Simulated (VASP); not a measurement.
# Mg2C3 (C2/m) in VASP: notebook

The runs below take Mg2C3 through single point, with r2SCAN.

Everything below comes from runs of VASP 6.6.1. Logs are shortened: lines on timing, memory, paths and dates and some standing lists are left out, and cuts for length are marked.

## 1. The cell of the first run

It takes space group C2/m (No. 12, monoclinic). Conventional cell: a = 4.774 Å, b = 4.679 Å, c = 5.093 Å, α = 90.00°, β = 104.08°, γ = 90.00°. Mg (site symmetry m) has 6 C at 2.27 to 2.50 Å as nearest neighbours. C (site symmetry m) is surrounded by 1 C at 1.34 Å. C (site symmetry 2/m) is surrounded by 2 C at 1.34 Å.

## 2. Single point, r2SCAN (strain +0.0175 x Voigt [0, 0, 1, 0, 0, 0], atoms carried along)

The input, POSCAR:

```
Mg2C3
1.0
    2.3870223790     -2.3394118729     -0.0064551971
    2.3870223790      2.3394118729     -0.0064551971
   -1.2253611782      0.0000000000      4.9434381673
Mg C
2 3
Direct
    0.8082382625      0.8082382625      0.1984312469
    0.1917617375      0.1917617375      0.8015687531
    0.3041690745      0.3041690745      0.2614645499
    0.6958309255      0.6958309255      0.7385354501
    0.5000000000      0.5000000000      0.5000000000
```

The input, INCAR.step1:

```
PREC = Accurate
ENCUT = 520
ISMEAR = 0
SIGMA = 0.05
LREAL = F
LASPH = T
NELM = 100
NBANDS = 16
GGA = PE
ALGO = Normal
EDIFF = 1E-4
LWAVE = T
LCHARG = F
```

The input, INCAR.step2:

```
PREC = Accurate
ENCUT = 520
EDIFF = 1E-7
ISMEAR = 0
SIGMA = 0.05
LREAL = F
LASPH = T
NELM = 100
ALGO = Normal
ISIF = 2
LWAVE = F
LCHARG = T
METAGGA = R2SCAN
LMIXTAU = T
LELF = T
LVHAR = T
NBANDS = 16
ISTART = 1
```

The input, KPOINTS:

```
Automatic mesh
0
Gamma
  8 8 6
```

Potentials or basis: VASP PAW PBE potentials, release 64 (Mg, C).

Started as:

```console
$ cat potpaw_PBE.64/Mg/POTCAR potpaw_PBE.64/C/POTCAR > POTCAR
$ cp INCAR.step1 INCAR
$ mpirun -np 1 vasp_std > vasp.out
$ cp INCAR.step2 INCAR
$ mpirun -np 1 vasp_std > vasp.out
```

OUTCAR:

```text
PREC = Accurate
   ENCUT = 520
   EDIFF = 1E-7
   ISMEAR = 0
   LREAL = F
   LASPH = T
   NELM = 100
   ISIF = 2
   METAGGA = R2SCAN
   ISTART = 1

 ion  position               nearest neighbor table
   1  0.808  0.808  0.198-   4 2.27   3 2.31   3 2.36   3 2.36   5 2.37   3 2.50   5 2.83   5 2.83
                             2 3.04   2 3.05   2 3.05   2 3.14   2 3.17
   2  0.192  0.192  0.802-   3 2.27   4 2.31   4 2.36   4 2.36   5 2.37   4 2.50   5 2.83   5 2.83
                             1 3.04   1 3.05   1 3.05   1 3.14   1 3.17
   3  0.304  0.304  0.261-   5 1.34   2 2.27   1 2.31   1 2.36   1 2.36   1 2.50
   4  0.696  0.696  0.739-   5 1.34   1 2.27   2 2.31   2 2.36   2 2.36   2 2.50
   5  0.500  0.500  0.500-   3 1.34   4 1.34   1 2.37   2 2.37   2 2.83   2 2.83   1 2.83   1 2.83

  LATTYP: Found a base centered monoclinic cell.
 ALAT       =     4.7740622147
 B/A-ratio  =     0.9800508530
 C/A-ratio  =     1.0668154617
 COS(beta)  =    -0.2432190417

  Lattice vectors:

 A1 = (   2.3870223790,  -2.3394118729,  -0.0064551971)
 A2 = (   2.3870223790,   2.3394118729,  -0.0064551971)
 A3 = (  -1.2253611782,   0.0000000000,   4.9434381673)

Analysis of symmetry for initial positions (statically):
=====================================================================
 Subroutine PRICEL returns:
 Original cell was already a primitive cell.

 Routine SETGRP: Setting up the symmetry group for a
 base centered monoclinic supercell.

 Subroutine GETGRP returns: Found  4 space group operations
 (whereof  4 operations were pure point group operations)
 out of a pool of  4 trial point group operations.

The static configuration has the point symmetry C_2h.

Analysis of symmetry for dynamics (positions and initial velocities):
=====================================================================
 Subroutine PRICEL returns:
 Original cell was already a primitive cell.

 Routine SETGRP: Setting up the symmetry group for a
 base centered monoclinic supercell.

 Subroutine GETGRP returns: Found  4 space group operations
 (whereof  4 operations were pure point group operations)
 out of a pool of  4 trial point group operations.

The dynamic configuration has the point symmetry C_2h.

 Subroutine INISYM returns: Found  4 space group operations
 (whereof  4 operations are pure point group operations),
 and found     1 'primitive' translations

----------------------------------------------------------------------------------------

                                     Primitive cell

  volume of cell :      55.1736

  direct lattice vectors                    reciprocal lattice vectors
     2.387022379 -2.339411873 -0.006455197     0.209606493 -0.213728932  0.051956483
     2.387022379  2.339411873 -0.006455197     0.209606493  0.213728932  0.051956483
    -1.225361178  0.000000000  4.943438167     0.000547413  0.000000000  0.202424051

  length of vectors
     3.342269501  3.342269501  5.093043386     0.303832872  0.303832872  0.202424791

  position of ions in fractional coordinates (direct lattice)
     0.808238262  0.808238262  0.198431247
     0.191761738  0.191761738  0.801568753
     0.304169075  0.304169075  0.261464550
     0.695830925  0.695830925  0.738535450
     0.500000000  0.500000000  0.500000000

  ion indices of the primitive-cell ions
   primitive index   ion index
                 1           1
                 2           2
                 3           3
                 4           4
                 5           5

----------------------------------------------------------------------------------------

 KPOINTS: Automatic mesh

Automatic generation of k-mesh.
 Grid dimensions read from file:
 generate k-points for:    8    8    6

 Generating k-lattice:

  Cartesian coordinates                     Fractional coordinates (reciprocal lattice)
     0.026200812 -0.026716116  0.006494560     0.125000000  0.000000000  0.000000000
     0.026200812  0.026716116  0.006494560     0.000000000  0.125000000  0.000000000
     0.000091236  0.000000000  0.033737342    -0.000000000 -0.000000000  0.166666667

  Length of vectors
     0.037979109  0.037979109  0.033737465

  Shift w.r.t. Gamma in fractional coordinates (k-lattice)
     0.000000000  0.000000000  0.000000000

 Subroutine IBZKPT returns following result:
 ===========================================

 Found    114 irreducible k-points:

 Following reciprocal coordinates:
            Coordinates               Weight
  0.000000  0.000000  0.000000      1.000000
  0.125000 -0.000000  0.000000      4.000000
  0.250000 -0.000000  0.000000      4.000000
  0.375000 -0.000000  0.000000      4.000000
  0.500000 -0.000000  0.000000      2.000000
  0.125000  0.125000  0.000000      2.000000
[... 16 lines left out ...]
  0.125000 -0.000000  0.166667      4.000000
  0.250000 -0.000000  0.166667      4.000000
 [... further k-points ...]
   k-points           NKPTS =    114   k-points in BZ     NKDIM =    114   number of bands    NBANDS=     16
   number of dos      NEDOS =    301   number of ions     NIONS =      5
   total plane-waves  NPLWV =  31360
   dimension x,y,z NGX =    28 NGY =   28 NGZ =   40
   dimension x,y,z NGXF=    56 NGYF=   56 NGZF=   80
   ions per type =               2   3
   NGX,Y,Z   is equivalent  to a cutoff of  13.93, 13.93, 13.06 a.u.
   NGXF,Y,Z  is equivalent  to a cutoff of  27.85, 27.85, 26.11 a.u.
 SYSTEM =  unknown system
   PREC   = accura    normal or accurate (medium, high low for compatibility)
   ISTART =      1    job   : 0-new  1-cont  2-samecut
   ICHARG =      0    charge: 1-file 2-atom 10-const
   ISPIN  =      1    spin polarized calculation?
   LNONCOLLINEAR =      F non collinear calculations
   LSORBIT =      F    spin-orbit coupling
   LASPH  =      T    aspherical Exc in radial PAW
   ENCUT  =  520.0 eV  38.22 Ry    6.18 a.u.   6.21  6.21  9.47*2*pi/ulx,y,z
   NELM   =    100;   NELMIN=  2; NELMDL=  0     # of ELM steps
   EDIFF  = 0.1E-06   stopping-criterion for ELM
   LREAL  =      F    real-space projection
   EDIFFG = 0.1E-05   stopping-criterion for IOM
   NSW    =      0    number of steps for IOM
   IBRION =     -1    ionic relax: 0-MD 1-quasi-New 2-CG
   NFREE  =      0    steps in history (QN), initial steepest desc. (CG)
   ISIF   =      2    stress and relaxation
   ISYM   =      2    0-nonsym 1-usesym 2-fastsym
   POTIM  = 0.5000    time-step for ionic-motion
   TEBEG  =    0.0;   TEEND  =   0.0 temperature during run
   PSTRESS=    0.0 pullay stress
   NELECT =      16.0000    total number of electrons
   NUPDOWN=      -1.0000    fix difference up-down
   EMIN   =  10.00;   EMAX   =-10.00  energy-range for DOS
   EFERMI =   0.00;   METHOD = LEGACY
   ISMEAR =     0;   SIGMA  =   0.05  broadening in eV -4-tet -1-fermi 0-gaus
   EFERMI_NEDOS =   21; number of points for ismear=-14 and -15
   IALGO  =     38    algorithm
   IMIX   =      4    mixing-type and parameters
     AMIX     =   0.40;   BMIX     =  1.00
     AMIX_MAG =   1.60;   BMIX_MAG =  1.00
  volume/ion in A,a.u.               =      11.03        74.47
  Fermi-wavevector in a.u.,A,eV,Ry     =   1.083605  2.047717 15.975968  1.174201
  Thomas-Fermi vector in A             =   2.219675
   LORBIT       =      0    0 simple, 1 ext, 2 COOP (PROOUT), +10 PAW based schemes
   METAGGA = R2SCAN    functional components
   LHFCALC =     F    Hartree Fock is set to
   AEXX    =    0.0000 exact exchange contribution
   IVDW    =     0    specifies the selected vdW correction
   LEPSILON=     F    determine dielectric tensor
   LRPA    =     F    only Hartree local field effects (RPA)
 non-spin polarized calculation
 Gauss-broadening in eV      SIGMA  =   0.05
  energy-cutoff  :      520.00
  volume of cell :       55.17
 maximum number of plane-waves:      1502
 NGX is ok and might be reduce to    28
   NGX = 13   NGY = 13   NGZ = 19

 number of electron      16.0000000 magnetization

 Free energy of the ion-electron system (eV)
  ---------------------------------------------------
  ext. energy  EPLUGINS =         0.00000000
  ---------------------------------------------------
  free energy    TOTEN  =       -37.58873508 eV

  energy without entropy =      -37.58873508  energy(sigma->0) =      -37.58873508

 E-fermi :   4.8209     XC(G=0): -10.8861

 val. band max:        4.5917650716   @ k =  -0.0000  -0.0000   0.5000
 cond. band min:       6.3691900516   @ k =   0.5000   0.5000   0.0000
 fundamental gap:      1.7774249800
 Fermi energy:         4.8209033674

 k-point     1 :       0.0000    0.0000    0.0000
  band No.  band energies     occupation
      1     -12.4114      2.00000
      2      -8.3191      2.00000
      3      -3.3788      2.00000
      4       0.3134      2.00000
      5       1.0607      2.00000
      6       1.2573      2.00000
[... 8 lines left out ...]
     15      14.1894      0.00000
     16      15.6233      0.00000

 k-point     2 :       0.1250   -0.0000    0.0000
  band No.  band energies     occupation
      1     -12.3269      2.00000
      2      -8.3009      2.00000
      3      -3.2390      2.00000
      4      -0.0426      2.00000
      5       0.7552      2.00000
      6       1.1716      2.00000
[... 8 lines left out ...]
     15      13.9617      0.00000
     16      15.5976      0.00000

 k-point     3 :       0.2500   -0.0000    0.0000
  band No.  band energies     occupation
      1     -12.1073      2.00000
      2      -8.2683      2.00000
      3      -2.8807      2.00000
      4      -0.9840      2.00000
      5       0.4544      2.00000
      6       1.1148      2.00000
[... 8 lines left out ...]
     15      13.9999      0.00000
     16      15.6389      0.00000

 k-point     4 :       0.3750   -0.0000    0.0000
  band No.  band energies     occupation
      1     -11.8600      2.00000
      2      -8.2605      2.00000
      3      -2.6358      2.00000
      4      -1.4085      2.00000
      5      -0.0110      2.00000
      6       1.1494      2.00000
[... 8 lines left out ...]
     15      14.0522      0.00000
     16      15.3238      0.00000

 k-point     5 :       0.5000   -0.0000    0.0000
  band No.  band energies     occupation
      1     -11.7471      2.00000
      2      -8.2681      2.00000
      3      -2.6943      2.00000
      4      -1.1480      2.00000
      5      -0.4360      2.00000
      6       1.1980      2.00000
[... 8 lines left out ...]
     15      14.1986      0.00000
     16      14.9042      0.00000

 k-point     6 :       0.1250    0.1250    0.0000
  band No.  band energies     occupation
      1     -12.2421      2.00000
      2      -8.3047      2.00000
      3      -3.0028      2.00000
      4      -0.2301      2.00000
      5       0.3994      2.00000
      6       0.8103      2.00000
[... 8 lines left out ...]
     15      13.5761      0.00000
     16      15.5676      0.00000
[... 267 lines left out ...]
 k-point    21 :       0.5000    0.5000    0.0000
  band No.  band energies     occupation
      1     -11.2382      2.00000
      2      -8.0372      2.00000
      3      -1.9417      2.00000
      4      -1.5150      2.00000
      5      -1.2508      2.00000
      6       0.5245      2.00000
[... 8 lines left out ...]
     15      16.1972      0.00000
     16      17.6329      0.00000

 k-point    22 :      -0.0000   -0.0000    0.1667
  band No.  band energies     occupation
      1     -12.3766      2.00000
      2      -8.4564      2.00000
      3      -3.1099      2.00000
      4       0.2220      2.00000
      5       1.0106      2.00000
      6       1.0584      2.00000
[... 8 lines left out ...]
     15      13.8207      0.00000
     16      15.8107      0.00000

 k-point    23 :       0.1250   -0.0000    0.1667
  band No.  band energies     occupation
      1     -12.2812      2.00000
      2      -8.4835      2.00000
      3      -2.7539      2.00000
      4      -0.2935      2.00000
      5       0.5247      2.00000
      6       0.9361      2.00000
[... 8 lines left out ...]
     15      14.0293      0.00000
     16      15.9185      0.00000

 k-point    24 :       0.2500   -0.0000    0.1667
  band No.  band energies     occupation
      1     -12.0613      2.00000
      2      -8.4364      2.00000
      3      -2.2065      2.00000
      4      -1.3340      2.00000
      5      -0.0898      2.00000
      6       0.9679      2.00000
[... 8 lines left out ...]
     15      14.6624      0.00000
     16      15.4631      0.00000

 [... further k-points ...]
[... 5 lines left out ...]
  --------------------------------------------------------------------------------------
  -------------------------------------------------------------------------------------
  Total       -0.9411277     -0.3876582     -2.9618441      0.0000000      0.0000000     -1.1060961
  in kB      -27.3292715    -11.2571505    -86.0085673      0.0000000      0.0000000    -32.1197674
  external PRESSURE =     -41.5316631 kB  Pullay stress =       0.0000000 kB

 VOLUME and BASIS-vectors are now :
 -----------------------------------------------------------------------------
  energy-cutoff  :      520.00
  volume of cell :       55.17
      direct lattice vectors                 reciprocal lattice vectors
     2.387022379 -2.339411873 -0.006455197     0.209606493 -0.213728932  0.051956483
     2.387022379  2.339411873 -0.006455197     0.209606493  0.213728932  0.051956483
    -1.225361178  0.000000000  4.943438167     0.000547413  0.000000000  0.202424051

 POSITION                                       TOTAL-FORCE (eV/Angst)
 -----------------------------------------------------------------------------------
      3.61542      0.00000      0.97050        -0.016638      0.000000     -0.045139
     -0.06673      0.00000      3.96003         0.016638      0.000000      0.045139
      1.13173      0.00000      1.28861         0.424110      0.000000      0.558961
      2.41696      0.00000      3.64192        -0.424110      0.000000     -0.558961
      1.77434      0.00000      2.46526         0.000000      0.000000      0.000000
 -----------------------------------------------------------------------------------
    total drift:                                0.000000      0.000000      0.000000

  FREE ENERGIE OF THE ION-ELECTRON SYSTEM (eV)
  ---------------------------------------------------
  free  energy   TOTEN  =       -37.5887350790 eV

  energy  without entropy=      -37.5887350790  energy(sigma->0) =      -37.58873508
```

Wall time 2.6 min (1 thread of Intel Xeon 6975P-C (Granite Rapids), shared host); peak memory 0.24 GiB.

What came out:

```yaml
Free_energy: -37.5887 eV
Pressure: -4.2 GPa
Largest_force: 0.702 eV/Å
Band_gap_on_the_k_mesh: 1.78 eV, indirect (least direct gap 2.43 eV)
```

Forces on the atoms (eV/Å):
```
Mg  -0.017  0.000 -0.045
Mg   0.017  0.000  0.045
C    0.424  0.000  0.559
C   -0.424  0.000 -0.559
C    0.000  0.000  0.000
```

Stress tensor (GPa, compression positive):
```
-2.73  0.00 -3.21
 0.00 -1.13  0.00
-3.21  0.00 -8.60
```

Caveat: the PAW data sets were made with another functional, which shifts forces and pressure a little. A k mesh can miss the band edges.

## 3. Single point, r2SCAN (strain -0.0050 x Voigt [0, 0, 1, 0, 0, 0], atoms carried along)

Changes to POSCAR since step 2:

```diff
@@ -2,5 +2,5 @@
 1.0
-    2.3870223790     -2.3394118729     -0.0064551971
-    2.3870223790      2.3394118729     -0.0064551971
-   -1.2253611782      0.0000000000      4.9434381673
+    2.3870223790     -2.3394118729     -0.0063124532
+    2.3870223790      2.3394118729     -0.0063124532
+   -1.2253611782      0.0000000000      4.8341238098
 Mg C
```

The input, INCAR.step1:

```
  PREC = Accurate
  ENCUT = 520
  ISMEAR = 0
  SIGMA = 0.05
  LREAL = False
  LASPH = True
  NELM = 100
  NBANDS = 16
  GGA = PE
  ALGO = Normal
  EDIFF = 1E-4
  LWAVE = True
  LCHARG = False
```

The input, INCAR.step2:

```
  PREC = Accurate
  ENCUT = 520
  EDIFF = 1E-6
  ISMEAR = 0
  SIGMA = 0.05
  LREAL = False
  LASPH = True
  NELM = 100
  ALGO = Normal
  ISIF = 2
  LWAVE = False
  LCHARG = False
  METAGGA = R2SCAN
  LMIXTAU = True
  NBANDS = 16
  ISTART = 1
```

The input, KPOINTS:

```
regular mesh
0
Gamma
  8 8 6
```

Potentials or basis: VASP PAW PBE potentials, release 64 (Mg, C).

Started as:

```console
$ cat potpaw_PBE.64/Mg/POTCAR potpaw_PBE.64/C/POTCAR > POTCAR
$ cp INCAR.step1 INCAR
$ mpirun -np 1 vasp_std > vasp.out
$ cp INCAR.step2 INCAR
$ mpirun -np 1 vasp_std > vasp.out
```

Wall time 2.4 min (1 thread of Intel Xeon 6975P-C (Granite Rapids), shared host); peak memory 0.24 GiB.

It converged, with:

```
Free energy            : -37.6114 eV
Pressure               : 0.9 GPa
Largest force          : 0.359 eV/Å
Band gap on the k mesh : 1.90 eV, indirect (least direct gap 2.71 eV)
```

Forces on the atoms (eV/Å):
```
Mg   0.001  0.000  0.011
Mg  -0.001  0.000 -0.011
C   -0.201  0.000 -0.297
C    0.201  0.000  0.297
C    0.000  0.000  0.000
```

Stress tensor (GPa, compression positive):
```
 0.24  0.00  1.57
 0.00 -0.47  0.00
 1.57  0.00  2.80
```

Levels at points of the mesh, in eV from the valence-band top:
| k point | band 5 | band 6 | band 7 | band 8 | band 9 | band 10 | band 11 | band 12 |
| --- | --- | --- | --- | --- | --- | --- | --- | --- |
| (0.00, 0.00, 0.00) | -3.68 | -3.31 | -1.54 | -0.77 | 3.82 | 3.96 | 4.59 | 8.19 |
| (0.50, 0.00, 0.00) | -5.09 | -3.53 | -3.31 | -0.21 | 3.40 | 4.91 | 6.85 | 7.24 |
| (0.50, 0.50, 0.00) | -5.83 | -4.09 | -2.65 | -1.34 | 1.90 | 2.47 | 3.54 | 6.19 |
| (0.00, 0.00, 0.50) | -4.18 | -3.87 | -0.96 | 0.00 | 3.47 | 3.81 | 4.48 | 6.29 |
| (0.50, 0.00, 0.50) | -4.40 | -3.51 | -1.48 | -0.29 | 2.42 | 4.28 | 6.37 | 7.15 |
| (0.50, 0.50, 0.50) | -5.60 | -4.28 | -3.16 | -2.12 | 2.25 | 3.84 | 5.89 | 7.32 |

Caveat: the PAW data sets were made with another functional, which shifts forces and pressure a little.
